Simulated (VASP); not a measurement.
An input for Quantum ESPRESSO's pw.x (written as the equivalent of a VASP run, and not itself run):

```
&CONTROL
  calculation = 'vc-relax'
  pseudo_dir = './pseudo'
  outdir = './out'
  tprnfor = .true.
  tstress = .true.
  nstep = 60
  forc_conv_thr = 0.00039
/
&SYSTEM
  ibrav = 0
  nat = 1
  ntyp = 1
  ecutwfc = 70
  occupations = 'smearing'
  smearing = 'gaussian'
  degauss = 0.003675
  input_dft = 'pbesol'
/
&ELECTRONS
  conv_thr = 7.3e-08
  electron_maxstep = 100
/
&IONS
/
&CELL
/
ATOMIC_SPECIES
  I 126.904 I.upf
CELL_PARAMETERS angstrom
    -2.0626030    2.0626030    2.0626030
     2.0626030   -2.0626030    2.0626030
     2.0626030    2.0626030   -2.0626030
ATOMIC_POSITIONS crystal
  I    0.0000000  0.0000000  0.0000000
K_POINTS automatic
  8 8 8 0 0 0
```

Task: Write the VASP files for the same calculation (PBEsol).

Result: One answer among several that fit: 
**POSCAR**
```
I
1
   -2.0626030000     2.0626030000     2.0626030000
    2.0626030000    -2.0626030000     2.0626030000
    2.0626030000     2.0626030000    -2.0626030000
I
1
Direct
  0.0000000000   0.0000000000   0.0000000000
```

INCAR:
```
! general
SYSTEM   =  I
PREC     =  Accurate
ENCUT    =  400
LREAL    =  .False.
LASPH    =  .True.

! electronic loop
EDIFF    =  1E-6   ! SCF stop (eV)
NELM     =  100   ! most electronic steps
ALGO     =  Normal   ! blocked Davidson
LMAXMIX  =  4

! smearing
ISMEAR   =  0   ! Gaussian
SIGMA    =  0.05

! functional
GGA      =  PS   ! PBEsol

! ions
IBRION   =  2   ! conjugate gradients
NSW      =  60   ! most ionic steps
ISIF     =  3
EDIFFG   =  -0.01   ! ionic stop

! output
LWAVE    =  .False.
LCHARG   =  .False.
```

### KPOINTS
```
Automatic mesh
0
Gamma
8 8 8
0 0 0
```

POTCAR, in this order: I (PBE.64 set). Program: vasp_std.

What does not carry over: the potentials are each code's own (VASP's PAW set, PseudoDojo norm-conserving files in pw.x), so ENCUT and ecutwfc are chosen apart and not converted; conv_thr bounds pw.x's estimated SCF error, while EDIFF bounds the energy change between steps; forc_conv_thr acts on force components and is met together with etot_conv_thr.

The structure was generated: I was put into the bcc type (Im-3m), which need not be its known phase. This run relaxes it. Symmetry was kept, so distortions that lower it aren't found.
